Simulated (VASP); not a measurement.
Input:

```
Nb
1.0
   -1.65431     1.65431     1.65431
    1.65431    -1.65431     1.65431
    1.65431     1.65431    -1.65431
Nb
1
Direct
  0.00000   0.00000   0.00000
```

The numbers are results of PBE GGA, VASP's PBE PAW potentials (set 64) (plane waves; VASP 6.6.1), not measurements. Numerical set-up: PREC = Normal, EDIFF = 1E-5, 400 eV cut-off, 16×16×16 Γ-centred mesh, first-order Methfessel-Paxton smearing of 0.10 eV, potentials Nb_sv.

### Question
Give the stress tensor in GPa (positive for a compressed cell).

### Answer

```
-1.05   0.00   0.00
 0.00  -1.05   0.00
 0.00   0.00  -1.05
```
The pressure is its mean diagonal, -1.05 GPa.

The compound is Nb in the bcc structure. It was relaxed first.
